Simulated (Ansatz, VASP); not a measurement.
# Al (Aluminum) in two plane-wave programs

Aim: how closely do two programs agree when they are given the same cell, functional and k mesh? The cell is taken from a series of runs on this material, whose earlier steps may have relaxed, scaled, displaced or heated it; both programs get it as it stands.

Calculated with Ansatz 0.2.0; plane waves, with VASP 6.6.1 beside it; relaxation of cell and atoms at r2SCAN.

## Step 1: Starting point

The structure is cubic, space group Fm-3m (No. 225). Conventional cell: a = 3.992 Å, b = 3.992 Å, c = 3.992 Å, α = 90.00°, β = 90.00°, γ = 90.00°. Al has 12 Al at 2.82 Å nearest.

Structure file:

```xyz
1
Lattice="0.0000 1.9960 1.9960 1.9960 0.0000 1.9960 1.9960 1.9960 0.0000" Properties=species:S:1:pos:R:3 pbc="T T T"
Al    0.0000    0.0000    0.0000
```

## Step 2: VASP: relaxation of cell and atoms, r2SCAN

The relaxed volume is the usual yardstick between codes: in a stiff, nearly cubic crystal its relative difference is about their pressure difference at one cell divided by the bulk modulus.

Lines of VASP's logs that name or quote its potential files are left out, and so is its time.

File INCAR:

```
SYSTEM = Al
PREC = Accurate
ENCUT = 550
EDIFF = 1E-07
NELM = 120
ISMEAR = 1
SIGMA = 0.2
LREAL = .FALSE.
ALGO = Normal
METAGGA = R2SCAN
LASPH = .TRUE.
NBANDS = 7
LORBIT = 11
LWAVE = .FALSE.
LCHARG = .FALSE.
ISIF = 3
IBRION = 2
NSW = 80
EDIFFG = -0.005
GGA_COMPAT = .FALSE.
NELMIN = 4
LMIXTAU = .TRUE.
```

File POSCAR:

```
Al
1.0
    0.0000000000      1.9960030000      1.9960030000
    1.9960030000      0.0000000000      1.9960030000
    1.9960030000      1.9960030000      0.0000000000
Al
1
Direct
    0.0000000000      0.0000000000      0.0000000000
```

File KPOINTS:

```
Automatic mesh
0
Gamma
20 20 20
0 0 0
```

Potentials, in the order of the species: Al (PBE family, release 64).

On the command line:

```sh
$ mpirun -np 1 vasp_std
```

Numbers of over 12 decimals in the logs are rounded to 6 here.

The program printed:

```text
[banner, memory and clock lines left out]
running    1 mpi-ranks, on    1 nodes
 distrk:  each k-point on    1 cores,    1 groups
 distr:  one band on    1 cores,    1 groups

 POSCAR found type information on POSCAR Al
 POSCAR found :  1 types and       1 ions
|                                                                             |
|               ----> ADVICE to this user running VASP <----                  |
|                                                                             |
|     You enforced a specific xc type in the INCAR file but a different       |
|     [... a line on the potential file left out ...]
|     I HOPE YOU KNOW WHAT YOU ARE DOING!                                     |
|                                                                             |

 LDA part: xc-table for (None), standard interpolation
 POSCAR, INCAR and KPOINTS ok, starting setup
 FFT: planning ... GRIDC
 FFT: planning ... GRID_SOFT
 FFT: planning ... GRID
 WAVECAR not read
 entering main loop
       N       E                     dE             d eps       ncg     rms          rms(c)
DAV:   1    -0.509739930585E+01   -0.50974E+01   -0.89735E+02  3584   0.251E+02
DAV:   2    -0.690371055664E+01   -0.18063E+01   -0.17340E+01  4795   0.238E+01
DAV:   3    -0.691441572076E+01   -0.10705E-01   -0.10704E-01  5096   0.212E+00
DAV:   4    -0.691443735154E+01   -0.21631E-04   -0.21631E-04  5264   0.823E-02
DAV:   5    -0.691443737802E+01   -0.26480E-07   -0.26809E-07  5201   0.217E-03    0.306E+00
DAV:   6    -0.672435045072E+01    0.19009E+00   -0.10143E-01  3997   0.162E+00    0.189E+00
DAV:   7    -0.700916978339E+01   -0.28482E+00   -0.73874E-02  3934   0.141E+00    0.650E-01
DAV:   8    -0.668338895714E+01    0.32578E+00   -0.10048E-01  3822   0.163E+00    0.214E-01
DAV:   9    -0.673803157891E+01   -0.54643E-01   -0.42480E-02  3703   0.863E-01    0.111E-01
DAV:  10    -0.673920040150E+01   -0.11688E-02   -0.10051E-03  5446   0.208E-01    0.154E-01
DAV:  11    -0.674039097498E+01   -0.11906E-02   -0.21375E-04  4291   0.887E-02    0.126E-01
DAV:  12    -0.673844589678E+01    0.19451E-02   -0.49591E-04  3955   0.115E-01    0.517E-02
DAV:  13    -0.673842490723E+01    0.20990E-04   -0.45093E-05  5418   0.458E-02    0.433E-02
DAV:  14    -0.673843840036E+01   -0.13493E-04   -0.39898E-06  4004   0.167E-02    0.450E-02
DAV:  15    -0.673842446752E+01    0.13933E-04   -0.85170E-06  4354   0.219E-02    0.442E-02
DAV:  16    -0.673842041328E+01    0.40542E-05   -0.14346E-05  4081   0.282E-02    0.387E-02
DAV:  17    -0.673842119284E+01   -0.77956E-06   -0.23759E-07  5586   0.455E-03    0.275E-02
DAV:  18    -0.673842355140E+01   -0.23586E-05   -0.91193E-07  3962   0.863E-03    0.251E-03
DAV:  19    -0.673842293985E+01    0.61155E-06   -0.90362E-08  4053   0.329E-03    0.464E-03
DAV:  20    -0.673842231681E+01    0.62303E-06   -0.47910E-08  3682   0.208E-03    0.234E-03
DAV:  21    -0.673842201079E+01    0.30603E-06   -0.37421E-08  2863   0.189E-03    0.251E-04
DAV:  22    -0.673842209108E+01   -0.80299E-07   -0.13174E-09  1911   0.324E-04
   1 F= -.67384221E+01 E0= -.67384607E+01  d E =-.673842E+01
 curvature:   0.00 expect dE= 0.000E+00 dE for cont linesearch  0.000E+00
 trial: gam= 0.00000 g(F)=  0.312E-64 g(S)=  0.172E-03 ort = 0.000E+00 (trialstep = 0.100E+01)
 search vector abs. value=  0.172E-03
 bond charge predicted
       N       E                     dE             d eps       ncg     rms          rms(c)
DAV:   1    -0.673847220947E+01   -0.50199E-04   -0.97858E-04  4473   0.154E-01    0.433E-02
DAV:   2    -0.673849315682E+01   -0.20947E-04   -0.20460E-05  5313   0.306E-02    0.116E-02
DAV:   3    -0.673849274997E+01    0.40685E-06   -0.50300E-06  3948   0.121E-02    0.476E-03
DAV:   4    -0.673849880069E+01   -0.60507E-05   -0.58244E-06  4053   0.141E-02    0.210E-03
DAV:   5    -0.673849670665E+01    0.20940E-05   -0.23737E-06  3920   0.801E-03    0.280E-03
DAV:   6    -0.673849576144E+01    0.94521E-06   -0.52092E-08  3780   0.149E-03    0.309E-04
DAV:   7    -0.673849574362E+01    0.17816E-07   -0.11443E-08  1932   0.822E-04
   2 F= -.67384957E+01 E0= -.67385394E+01  d E =-.736525E-04
 trial-energy change:   -0.000074  1 .order   -0.000057   -0.000172    0.000059
 step:   0.8131(harm=  0.7455)  dis= 0.00000  next Energy=    -6.738501 (dE=-0.790E-04)
 bond charge predicted
       N       E                     dE             d eps       ncg     rms          rms(c)
DAV:   1    -0.673850233736E+01   -0.65759E-05   -0.33793E-05  4480   0.286E-02    0.798E-03
DAV:   2    -0.673850116584E+01    0.11715E-05   -0.71537E-07  5292   0.567E-03    0.215E-03
DAV:   3    -0.673850005862E+01    0.11072E-05   -0.17893E-07  3857   0.227E-03    0.896E-04
DAV:   4    -0.673849954762E+01    0.51100E-06   -0.20574E-07  3948   0.258E-03    0.381E-04
DAV:   5    -0.673849940203E+01    0.14559E-06   -0.84190E-08  2772   0.149E-03    0.505E-04
DAV:   6    -0.673849955114E+01   -0.14910E-06   -0.20988E-09  1827   0.330E-04    0.395E-05
DAV:   7    -0.673849955856E+01   -0.74202E-08   -0.48234E-10  1820   0.175E-04
   3 F= -.67384996E+01 E0= -.67385424E+01  d E =-.774675E-04
 curvature:  -0.35 expect dE=-0.430E-06 dE for cont linesearch -0.430E-06
 trial: gam= 0.00000 g(F)=  0.000E+00 g(S)=  0.124E-05 ort =-0.146E-04 (trialstep = 0.963E+00)
 search vector abs. value=  0.124E-05
 reached required accuracy - stopping structural energy minimisation
```

OUTCAR, selected parts (step 2):

```text
ion  position               nearest neighbor table
   1  0.000  0.000  0.000-

  LATTYP: Found a face centered cubic cell.
 ALAT       =     3.9920060000

 Subroutine GETGRP returns: Found 48 space group operations
 (whereof 48 operations were pure point group operations)

The static configuration has the point symmetry O_h .

 Found    256 irreducible k-points:

   k-points           NKPTS =    256   k-points in BZ     NKDIM =    256   number of bands    NBANDS=      7

   dimension x,y,z NGX =    24 NGY =   24 NGZ =   24
   dimension x,y,z NGXF=    48 NGYF=   48 NGZF=   48

   ENCUT  =  550.0 eV  40.42 Ry    6.36 a.u.   5.40  5.40  5.40*2*pi/ulx,y,z

   NELECT =       3.0000    total number of electrons

 k-points in reciprocal lattice and weights: Automatic mesh
   0.00000000  0.00000000  0.00000000       0.000
   0.05000000  0.00000000  0.00000000       0.001
   0.10000000  0.00000000  0.00000000       0.001
   0.15000000  0.00000000  0.00000000       0.001
   0.20000000  0.00000000  0.00000000       0.001
   0.25000000  0.00000000  0.00000000       0.001
   0.30000000  0.00000000  0.00000000       0.001
   0.35000000  0.00000000  0.00000000       0.001
   0.40000000  0.00000000  0.00000000       0.001
[...]
-0.30000000  0.50000000  0.20000000       0.002
  -0.25000000  0.50000000  0.25000000       0.001

 average (electrostatic) potential at core
       1 -75.0849

 E-fermi :   8.4965

 k-point     1 :       0.0000    0.0000    0.0000
  band No.  band energies     occupation
      1      -3.6830      2.00000
      2      22.0044      0.00000
      3      22.0044      0.00000
      4      22.0044      0.00000
      5      24.2411      0.00000
      6      24.2411      0.00000
    ...

 k-point     2 :       0.0500    0.0000    0.0000
  band No.  band energies     occupation
      1      -3.6088      2.00000
      2      20.6979      0.00000
      3      21.7931      0.00000
      4      21.7931      0.00000
      5      24.5713      0.00000
      6      24.5713      0.00000
    ...

 k-point     3 :       0.1000    0.0000    0.0000
  band No.  band energies     occupation
      1      -3.3865      2.00000
      2      18.5756      0.00000
      3      21.3716      0.00000
      4      21.3716      0.00000
      5      24.6866      0.00000
      6      25.3383      0.00000
    ...

  Total        0.0029282      0.0029282      0.0029282     -0.0000000     -0.0000000      0.0000000
  in kB        0.2961781      0.2961781      0.2961781     -0.0000000     -0.0000000      0.0000000
  external PRESSURE =       0.2961781 kB  Pullay stress =       0.0000000 kB

  energy-cutoff  :      550.00
  volume of cell :       15.84
      direct lattice vectors                 reciprocal lattice vectors
    -0.000000000  1.993305771  1.993305771    -0.250839589  0.250839589  0.250839589
     1.993305771 -0.000000000  1.993305771     0.250839589 -0.250839589  0.250839589
     1.993305771  1.993305771  0.000000000     0.250839589  0.250839589 -0.250839589

 POSITION                                       TOTAL-FORCE (eV/Angst)
 -----------------------------------------------------------------------------------
      0.00000      0.00000      0.00000         0.000000      0.000000      0.000000
 -----------------------------------------------------------------------------------
    total drift:                               -0.000000     -0.000000      0.000000

  FREE ENERGIE OF THE ION-ELECTRON SYSTEM (eV)
  ---------------------------------------------------
  free  energy   TOTEN  =        -6.7384995586 eV

  energy  without entropy=       -6.7386279620  energy(sigma->0) =       -6.73854236

 reached required accuracy - stopping structural energy minimisation

 total charge
# of ion       s       p       d       tot
------------------------------------------
    1        0.416   0.369   0.000   0.785

[... 3 further parts left out ...]
```

This run has no spin polarisation. Its electron count is odd, so without a moment it is a metal by construction. The run keeps the 48 symmetry operations of its start, so it cannot find a distortion of lower symmetry.

## Step 3: Ansatz: relaxation of cell and atoms, r2SCAN

Ansatz runs on its default PAW (the set named soft_2) files.

The same cell, functional, mesh and smearing now go to Ansatz, which takes its cutoff from its data sets.

File input.yaml:

```yaml
crystal:
  lattice:
    - [0.0, 1.9960030756, 1.9960030756]
    - [1.9960030756, 0.0, 1.9960030756]
    - [1.9960030756, 1.9960030756, 0.0]
  atoms:
    - { symbol: Al, position: [0.0, 0.0, 0.0] }
kpoints:
  mp_grid: { grid: [20, 20, 20] }
hamiltonian:
  xc: r2scan
scf:
  occupations: { method: methfessel_paxton, width: 0.2 }
output:
  forces: true
  stress: true
  eigenvalues: true
relax:
  adjacent_minimum: "off"
  f_tol: 0.001
  max_steps: 60
  cell: { stress_tol: 0.01 }
```

On the command line:

```sh
$ ansatz run input.yaml --threads 4 --pin off --max-ram 16384MiB --backend cpu --events-out ev --progress --plain --runs-dir out
```

The program printed:

```text
Engine: ansatz 0.2.0, x86_64-unknown-linux-gnu
Pseudopotentials: kind: paw
Pseudopotential: Al, paw, valence charge 3, recommended cutoff 500 eV (meta_gga), Al.paw.azcp
Functional definition: r2SCAN
  parameter k0 = 0.174
  parameter k1 = 0.065
  parameter a1 = 4.9479
  exchange = r2scan_x(k0 = k0, k1 = k1, a1 = a1)
  correlation = r2scan_c
Crystal: 1 atoms, lattice volume = 15.904 Å³
Basis set: ecut = 500 eV, 411 PW (Γ), exchange–correlation on 96×96×96 points (64 copies of the dense FFT grid, shifted against one another)
Bands: 6, of which v1, the nominal top of the filled ones, is band 2 counted from 1 (1 counted from 0)
Symmetry: 48 space group operations
Space group: Fm-3m (ITA 225), of the structure as read, at distance tolerance 2.5e-5 Å
k-points: 256 of 8000
Non-local potential: Al, projectors of the file, l = 0: 2, l = 1: 2, l = 2: 1
PAW form: soft (Blöchl's): semilocal exchange-correlation on the pseudo side does not see the compensation charge
PAW frozen core: Al, regenerated for the run's functional (the file was generated under x = pbe(κ = 0.804, μ = 0.219515), c = pbe(β = 0.066725))
PAW one-centre angular grid: Al, 302 points (default); XC on 160 Gauss nodes
Initial density: superposition of atomic densities (neutral atoms: chi_scale 0, normalization atom), corrected by the library's trained network
Initial wavefunctions: pseudopotential atomic-orbital guess
Functional: x = r2scan, c = r2scan; τ floored in thin density (d = 2e-4 eV/Å³)
SCF iter   1: F=—  HF=-540.403300 eV  |F-HF|=—  |Δ(HF+E_count)|=         —  Δρ=3.39e-3  dr2=2.04e-3  dr2_τ=4.95e-3  ethr=1.77e-3  ⟨swp⟩=4.6  Hψ=12894  notcnv=0
preconditioner: auto → none  [metal: Δε(μ)=0.040 eV  Ē_g=14.441 eV  σ=0.200 eV  W_gap=0.17  n_scr=0 (ndim 8)  ℏωp=16.1 eV  f_vac=0.000  D(μ)=0.36/eV (n_scr^D=0)]
SCF iter   2: F=—  HF=-540.410942 eV  |F-HF|=—  |Δ(HF+E_count)|=   7.64e-3  S|Δr|=    0.00e0  Δρ=2.35e-3  dr2=9.69e-4  dr2_τ=2.52e-6  ethr=6.81e-5  ⟨swp⟩=2.0  Hψ=3966  notcnv=0
SCF iter   3: F=—  HF=-540.410874 eV  |F-HF|=—  |Δ(HF+E_count)|=   6.77e-5  S|Δr|=    0.00e0  Δρ=1.22e-3  dr2=2.49e-4  dr2_τ=6.75e-7  ethr=3.23e-5  ⟨swp⟩=1.0  Hψ=1429  notcnv=0
SCF iter   4: F=—  HF=-540.410855 eV  |F-HF|=—  |Δ(HF+E_count)|=   1.92e-5  S|Δr|=    0.00e0  Δρ=4.16e-4  dr2=2.81e-5  dr2_τ=3.55e-8  ethr=8.29e-6  ⟨swp⟩=1.0  Hψ=1429  notcnv=0
SCF iter   5: F=—  HF=-540.410854 eV  |F-HF|=—  |Δ(HF+E_count)|=   9.92e-7  S|Δr|=    0.00e0  Δρ=8.26e-5  dr2=1.09e-6  dr2_τ=1.28e-9  ethr=9.38e-7  ⟨swp⟩=1.0  Hψ=1429  notcnv=0
SCF iter   6: F=-540.410854 eV  HF=-540.410854 eV  |F-HF|=8.78e-10  |Δ(HF+E_count)|=   2.60e-8  S|Δr|=    0.00e0  Δρ=1.02e-5  dr2=1.68e-8  dr2_τ=2.32e-11  ethr=3.33e-9  ⟨swp⟩=4.4  Hψ=6231  notcnv=0
SCF 1 converged in 6 iterations: F = -540.410854 eV  dr2 = 1.68e-8
  greatest PAW one-centre occupation: 0.436 electrons in one spin orbital (limit 2), on the Al atom at site 0 (counted from 0), in its partial waves of l = 0
relax step   1: F+E_penalty+E_count = -540.41085398 eV  Δ(F+E_penalty+E_count) = +0.000e0 eV  max|allowed force component| = 0.000e0 eV/Å  Δτ_max = 0.0000 Å  P = -0.021 GPa  Ω = 15.904 Å³  (6 SCF iters, dr2 threshold 1.00e-7 eV, accepted)
[...]
relax step   2: F+E_penalty+E_count = -540.41085430 eV  Δ(F+E_penalty+E_count) = -3.248e-7 eV  max|allowed force component| = 0.000e0 eV/Å  Δτ_max = 0.0000 Å  P = +0.003 GPa  Ω = 15.900 Å³  energy of the carried Pulay correction = +9.032e-8 eV  (3 SCF iters, dr2 threshold 1.15e-9 eV, accepted)
[...]
relax step   3: F+E_penalty+E_count = -540.41085418 eV  Δ(F+E_penalty+E_count) = +1.225e-7 eV  max|allowed force component| = 0.000e0 eV/Å  Δτ_max = 0.0000 Å  P = +0.003 GPa  Ω = 15.900 Å³  stress off target by 3.44e-3 GPa  SCF on the basis re-selected at this cell (its energy is not comparable with the rows above)  (3 SCF iters)
basis re-selected at this cell: Δ(F+E_penalty+E_count) = +1.225e-7 eV, ΔP = +0.000 GPa vs the last step (what re-selecting the basis moved, of the pressure what is left beyond the Pulay correction that the steps carried, after the strain that the cell walked since its last selection, with what the two solves' SCF thresholds leave and, on support functions, any second-order correction that the steps lacked; it is no measure of the basis error at this ecutwfc). This SCF's stress stands 3.44e-3 GPa from its target on what of the cell is left free (relax.cell.stress_tol is 1.00e-2 GPa) and its largest allowed force component is 0.00e0 eV/Å (relax.f_tol is 1.00e-3 eV/Å): [rest of the remark cut]
SCF converged after 3 iterations
Stability not checked: this state was not tested for a lower state beside it, because cold or Methfessel-Paxton smearing, or corrected tetrahedra, fill the levels in a way that the test cannot read (fill_not_monotonic; see scf.lower_state_search)
Free energy (F): -540.410854 eV
Harris-Foulkes:  -540.410854 eV  (|F-HF|=4.55e-13)
Internal energy: -540.410972 eV  (E = F + TS)
E sigma→0 (E₀):  -540.410884 eV
Entropy (-TS):   0.000118 eV (0.118 meV/atom)
Fermi energy:    8.413185 eV
--- Per-component energies (eV) ---
  E_band       = 10.625953
  E_kinetic    = 23.549414
  E_local      = 10.840681  (includes V_loc(G=0)·N_el)
  E_nonlocal   = 9.605216
  E_hartree    = 0.124887
  E_xc         = -36.924759
  E_vxc        = -31.431987  (∫ρ·V_xc dr)
  E_paw        = -473.118070  (= ΣΔE_a)
  E_vpaw       = -3.413956  (= ΣTr[D̂ρ^β])
  E_aug_tail   = -0.000001  (compensation charges beyond the density's cutoff)
  E_vtau       = 1.226811  (kinetic-family band-sum trace: ∫τ·v_τ [+ j·A + Jᵃ·Aᵃ] dr)
  E_ewald      = -74.428232
  E_core_change = -0.060108  (= ΣΔE_core)
  E_smearing   = 0.000118  (= −TS)
  E_closure    = 0.000000  (closes the sum)
  Σ components = -540.410854   (vs F -540.410854, Δ=0.00e0)
--- Forces (eV/Å), atoms counted from 1 ---
  atom   1  Al     0.00000000     0.00000000    -0.00000000
  max |Σ_I F_I| component: 4.49e-34 eV/Å
--- Stress (GPa, compression-positive) ---
        0.003439      -0.000000       0.000000
       -0.000000       0.003439      -0.000000
        0.000000       0.000000       0.003439
  P = ⅓ Tr σ = 0.0034 GPa (0.034 kbar)
--- Band table (eV; the first three rows and the last of 256) ---
  k-point 0: bands = ["-3.7390", "21.8558", "21.8558", "21.8558", "24.1207", "24.1207"]
  k-point 1: bands = ["-3.6651", "20.5703", "21.6506", "21.6506", "24.4431", "24.4431"]
  k-point 2: bands = ["-3.4436", "18.4637", "21.2377", "21.2377", "24.5648", "25.1962"]
  k-point 255: bands = ["7.3679", "7.3679", "8.3255", "10.1025", "25.4634", "25.4634"]
--- Relaxed structure (2 steps of the walk, 2 accepted, 1 SCFs on fresh bases) ---
  F+E_penalty+E_count = -540.41085418 eV   max|allowed force component| = 0.000e0 eV/Å   (the final SCF, on the basis selected at the relaxed cell)
  cell:  # Å, volume = 15.9001 Å³
    - [0, 1.995827, 1.995827]
    - [1.995827, 0, 1.995827]
    - [1.995827, 1.995827, 0]
  atoms:
    - { symbol: Al, position: [0.0, 0.0, 0.0] }
```

Reading the cycles: dr2 is the Hartree energy of the density residual (eV), the measure of convergence; HF is the Harris–Foulkes estimate of the energy, which meets the free energy F at convergence.

## Step 4: Differences

Known differences besides the potentials themselves: VASP keeps PBE cores, Ansatz makes them for the functional; the cutoff is 500 eV in Ansatz and 550 eV in VASP; Ansatz adds a Pulay correction to the stress that steers its cell, VASP none. Total energies have different zeros and are not compared.

Compared:

| quantity | Ansatz | VASP | difference |
| --- | --- | --- | --- |
| volume (Å³) | 15.90 | 15.84 | +0.38 % |
| edge a after relaxation, in the typed setting (Å) | 2.822 | 2.819 | +0.12 % |

## Step 5: What came out

```yaml
difference_in_volume_relaxation_of_cell_and_atoms_r2scan: 0.38 %
```

**Reading.** The difference in volume is 0.38 % (relaxation of cell and atoms, r2SCAN), within the 1.2 % picked in this series as the mark of a large difference, as far as the stopping tolerances let one tell. Such differences can come from data sets, numerical settings and the points named under the comparisons, not from the functional's error against experiment.

[Lines on the potential files, build, host, timing and source positions are cut from VASP's logs without a mark.]

[Logs are printed without paths, hosts, clocks, repeated set-up lines and the standing remarks that a program may print on its own settings, such as how far it seeks lower states.]

[Hosts, paths, dates, database ids (printed as entryN), source tags and the programs' standing remarks are cut or masked in the printed files.]
